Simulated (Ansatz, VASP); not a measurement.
# AlTlS3 in VASP and in Ansatz

Contents of INCAR:

```
PREC = Accurate
ENCUT = 520
EDIFF = 1E-6
ISMEAR = 0
SIGMA = 0.05
LREAL = F
LASPH = T
NELM = 100
ALGO = Normal
ISIF = 2
LWAVE = F
LCHARG = F
NBANDS = 25
```

File KPOINTS:

```
regular mesh
0
Gamma
  4 4 4
```

POSCAR

```
AlTlS3
1.0
    4.6357457996      0.0000000000      0.0000000000
    0.0000000000      4.6357457996      0.0000000000
    0.0000000000      0.0000000000      4.6357457996
Tl Al S
1 1 3
Direct
    0.0000000000      0.0000000000      0.0000000000
    0.5000000000      0.5000000000      0.5000000000
    0.5000000000      0.5000000000      0.0000000000
    0.5000000000      0.0000000000      0.5000000000
    0.0000000000      0.5000000000      0.5000000000
```

Input for Ansatz:

```yaml
crystal:
  lattice:
    - [4.6357457996, 0.0, 0.0]
    - [0.0, 4.6357457996, 0.0]
    - [0.0, 0.0, 4.6357457996]
  atoms:
    - { symbol: Tl, position: [0.0, 0.0, 0.0] }
    - { symbol: Al, position: [0.5, 0.5, 0.5] }
    - { symbol: S, position: [0.5, 0.5, 0.0] }
    - { symbol: S, position: [0.5, 0.0, 0.5] }
    - { symbol: S, position: [0.0, 0.5, 0.5] }
basis:
  ecutwfc: 420
kpoints:
  mp_grid: { grid: [4, 4, 4] }
hamiltonian:
  xc: lda
scf:
  occupations: { method: gaussian, width: 0.05 }
output:
  forces: true
  stress: true
  eigenvalues: true
```

The cell comes from a database or a generator and needn't be the stable form of this composition.

Alike in both runs: task single point; functional LDA; k mesh 4 × 4 × 4; occupations gaussian, width 0.05 eV; no spin polarisation.

|  | VASP | Ansatz |
| --- | --- | --- |
| version | VASP 6.6.1 | Ansatz 0.2.0 |
| potentials or method | VASP PAW LDA potentials, release 64 (Tl_d, Al, S) | scalar-relativistic, plane waves, PAW |
| plane-wave cutoff (eV) | 520 | 420 |
| valence electrons in the cell | 34 | 34 |

|  | VASP | Ansatz | Ansatz less VASP |
| --- | --- | --- | --- |
| gap on the k mesh at the Fermi level (eV) | none | none | - |
| pressure (GPa) | 0.1 | 0.1 | +0.05 |

A gap of «none» marks a metal or a gap that the smearing closes.

Spin-orbit coupling is left out, which matters for the levels of Tl.
